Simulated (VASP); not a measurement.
Output of a VASP run:

### OSZICAR
```
       N       E                     dE             d eps       ncg     rms          rms(c)
DAV:   1     0.274097400495E+03    0.27410E+03   -0.21204E+04   398   0.965E+02
DAV:   2    -0.209037223556E+02   -0.29500E+03   -0.29029E+03   400   0.271E+02
DAV:   3    -0.367963661388E+02   -0.15893E+02   -0.15761E+02   388   0.525E+01
DAV:   4    -0.372727988094E+02   -0.47643E+00   -0.47408E+00   398   0.908E+00
DAV:   5    -0.372879054375E+02   -0.15107E-01   -0.15096E-01   404   0.156E+00    0.210E+01
DAV:   6    -0.365489624617E+02    0.73894E+00   -0.10214E+01   363   0.149E+01    0.907E+00
DAV:   7    -0.364494507214E+02    0.99512E-01   -0.96648E+00   355   0.122E+01    0.644E+00
DAV:   8    -0.360164832761E+02    0.43297E+00   -0.18946E+00   372   0.590E+00    0.283E+00
DAV:   9    -0.360129676168E+02    0.35157E-02   -0.25919E-01   415   0.228E+00    0.104E+00
DAV:  10    -0.360076330063E+02    0.53346E-02   -0.43279E-02   392   0.103E+00    0.257E-01
DAV:  11    -0.360079803231E+02   -0.34732E-03   -0.16916E-03   366   0.212E-01    0.163E-01
DAV:  12    -0.360079185390E+02    0.61784E-04   -0.14363E-04   360   0.677E-02    0.103E-01
DAV:  13    -0.360079164171E+02    0.21219E-05   -0.12509E-04   405   0.557E-02    0.258E-02
DAV:  14    -0.360079185821E+02   -0.21649E-05   -0.42075E-06   341   0.886E-03    0.252E-02
DAV:  15    -0.360079190665E+02   -0.48448E-06   -0.15364E-06   301   0.567E-03
   1 F= -.36007919E+02 E0= -.36007919E+02  d E =-.658027E-17
```

**OUTCAR**
```
------------------------ aborting loop because EDIFF is reached ----------------------------------------
  FORCE on cell =-STRESS in cart. coord.  units (eV):
  Direction    XX          YY          ZZ          XY          YZ          ZX
  --------------------------------------------------------------------------------------
  Total        1.3080282      1.3080268      3.1858473      0.0000002      0.0000000      0.0000000
  in kB       13.1523695     13.1523551     32.0340486      0.0000021      0.0000000      0.0000000
  external PRESSURE =      19.4462577 kB  Pullay stress =       0.0000000 kB
  volume of cell :      159.34
      direct lattice vectors                 reciprocal lattice vectors
     3.551295000  0.000000000  0.000000000     0.281587421  0.162574617  0.000000000
    -1.775647000  3.075510000  0.000000000     0.000000000  0.325149325  0.000000000
     0.000000000  0.000000000 14.588808000     0.000000000  0.000000000  0.068545696
 POSITION                                       TOTAL-FORCE (eV/Angst)
 -----------------------------------------------------------------------------------
     -0.00000      2.05034      9.15915        -0.000000     -0.000000     -0.364098
      1.77565      1.02517      5.42966         0.000000     -0.000000      0.364098
      1.77565      1.02517      1.86474        -0.000000      0.000000     -0.364098
     -0.00000      2.05034     12.72407         0.000000     -0.000000      0.364098
     -0.00000      2.05034      3.64720         0.000000     -0.000000     -0.000000
      1.77565      1.02517     10.94161        -0.000000      0.000000     -0.000000
 -----------------------------------------------------------------------------------
    total drift:                               -0.001424      0.000822     -0.000017
  FREE ENERGIE OF THE ION-ELECTRON SYSTEM (eV)
  ---------------------------------------------------
  free  energy   TOTEN  =       -36.0079190665 eV

  energy  without entropy=      -36.0079190665  energy(sigma->0) =      -36.00791907
```
(Selected blocks of OUTCAR.)

**POSCAR**
```
Te2Mo
1
    3.5512950000     0.0000000000     0.0000000000
   -1.7756470000     3.0755100000     0.0000000000
    0.0000000000     0.0000000000    14.5888080000
Te Mo
4 2
Direct
  0.3333330000   0.6666670000   0.6278200000
  0.6666670000   0.3333330000   0.3721800000
  0.6666670000   0.3333330000   0.1278200000
  0.3333330000   0.6666670000   0.8721800000
  0.3333330000   0.6666670000   0.2500000000
  0.6666670000   0.3333330000   0.7500000000
```

Task: Write an INCAR and KPOINTS that could have produced this output.

Result: This is not unique; one that fits is the input of the run itself, PBE GGA, plane waves, VASP's PBE PAW potentials (set 64).

### INCAR
```
ENCUT = 300
LMAXMIX = 4
GGA = PE
LASPH = .TRUE.   # aspherical one-centre terms
ISIF = 2
PREC = Accurate
LWAVE = .FALSE.
ISMEAR = -1
SIGMA = 0.01   # width (eV)
EDIFF = 1E-6
ALGO = Normal   # blocked Davidson
NELM = 100   # most electronic steps
LCHARG = .FALSE.
SYSTEM = Te2Mo
LREAL = .FALSE.   # projection in real space or not
```

### KPOINTS
```
Automatic mesh
0
gamma
 5 5 1
```

POTCAR, in this order: Te Mo_sv (PBE.64 set). Program: vasp_std.

At this cut-off the stress carries a Pulay error, which pulls relaxed volumes low.

The structure comes from a computed database's Te2Mo entry; how it stands against other phases isn't given here. The cell was not relaxed at this level, and its volume differs by -5.9 % from the start's. The k-mesh is coarse (spacing up to 0.43 per Å, 2π included), so the numbers may not be converged in it.
